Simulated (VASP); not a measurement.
Energy against volume of FeAl (CsCl type). Computed with rev-vdW-DF2, VASP's PBE PAW potentials (set 64) (plane waves; VASP). Settings: 520 eV cut-off, 13×13×13 Γ-centred mesh, first-order Methfessel-Paxton smearing of 0.10 eV, potentials Al Fe.

| V (Å³/atom) | E (eV/atom) |
|---|---|
| 11.285 | -4.74166 |
| 11.634 | -4.74813 |
| 11.983 | -4.74243 |
| 12.332 | -4.72637 |

Fit these four points and predict the energy of the run at 10.936 Å³/atom.

A cubic in V^(−2/3), the third-order Birch-Murnaghan form, passes through the four points with V0 = 11.64 Å³/atom and B0 = 186 GPa, and gives -4.7209 eV/atom there. The run gave -4.7209 eV/atom, -0.0 meV/atom from the fit; all five points give B0 = 186 GPa.

The compound is FeAl in the CsCl type structure. It was relaxed first, which changed the volume by -6 %. The run is not spin-polarised, so no magnetic state was tried.
